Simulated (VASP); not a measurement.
OSZICAR of a VASP run on Ta₂O₅ (space group I4/mmm):

**OSZICAR**
```
       N       E                     dE             d eps       ncg     rms          rms(c)
DAV:   1     0.418809008916E+03    0.41881E+03   -0.21846E+04 23436   0.525E+02
DAV:   2    -0.535921437036E+02   -0.47240E+03   -0.44498E+03 26205   0.193E+02
DAV:   3    -0.842646906205E+02   -0.30673E+02   -0.30220E+02 28615   0.478E+01
DAV:   4    -0.845128547356E+02   -0.24816E+00   -0.24805E+00 26200   0.420E+00
DAV:   5    -0.845147489741E+02   -0.18942E-02   -0.18941E-02 26552   0.343E-01    0.538E+01
DAV:   6    -0.706335144853E+02    0.13881E+02   -0.14069E+01 25064   0.188E+01    0.173E+01
DAV:   7    -0.702413387930E+02    0.39218E+00   -0.20628E+00 25440   0.492E+00    0.150E+01
DAV:   8    -0.701519422393E+02    0.89397E-01   -0.49652E-01 25704   0.291E+00    0.747E+00
DAV:   9    -0.700783412893E+02    0.73601E-01   -0.55943E-02 25486   0.108E+00    0.690E-01
DAV:  10    -0.700802921253E+02   -0.19508E-02   -0.94487E-03 25096   0.363E-01    0.238E-01
DAV:  11    -0.700814370539E+02   -0.11449E-02   -0.50211E-04 26299   0.833E-02    0.776E-02
DAV:  12    -0.700822366212E+02   -0.79957E-03   -0.43331E-04 24739   0.880E-02    0.105E-01
DAV:  13    -0.700822246539E+02    0.11967E-04   -0.49506E-05 26931   0.360E-02    0.125E-02
DAV:  14    -0.700822353236E+02   -0.10670E-04   -0.13199E-05 24752   0.106E-02    0.280E-02
DAV:  15    -0.700822374362E+02   -0.21126E-05   -0.19626E-06 25362   0.502E-03    0.253E-03
DAV:  16    -0.700822375397E+02   -0.10345E-06   -0.12148E-07 26003   0.175E-03    0.578E-04
DAV:  17    -0.700822376389E+02   -0.99217E-07   -0.51712E-08 22684   0.669E-04
   1 F= -.70082238E+02 E0= -.70082238E+02  d E =-.149401E-40
 imaginary and real dielectric function
```

Which electronic solver shows in the log?

It is blocked Davidson (ALGO = Normal, or the opening steps of other solvers). The INCAR had ALGO = Normal.

Can the final energy be trusted as converged?

The run converged. It stopped with EDIFF = 1E-7, NELM = 100 (PBEsol GGA, plane waves, VASP's PBE PAW potentials (set 64)). The dielectric response may not be converged in the k-mesh; for small gaps it tends to come out too large.

The structure comes from a computed database's Ta2O5 entry (I4/mmm); how it stands against other phases isn't given here. It was relaxed first.
